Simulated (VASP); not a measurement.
Input:

```
CELL_PARAMETERS angstrom
      0.00000     2.72382     2.72382
      2.72382     0.00000     2.72382
      2.72382     2.72382     0.00000
ATOMIC_POSITIONS crystal
  Mg 0.00000 0.00000 0.00000
  Se 0.50000 0.50000 0.50000
```

These are PBEsol GGA, VASP's PBE PAW potentials (set 64) (plane waves; VASP) values and carry that method's errors. Settings: 400 eV cut-off, 11×11×11 Γ-centred mesh, Gaussian smearing of 0.010 eV, potentials Mg Se.

**Question.** Estimate the energy per atom (σ→0).

**Answer.** 
```json
{
 "energy per atom (σ→0)": "-4.053 eV/atom"
}
```

Only differences to runs with the same potentials and settings are physical.

The compound is MgSe in the rock salt structure. It was relaxed first.
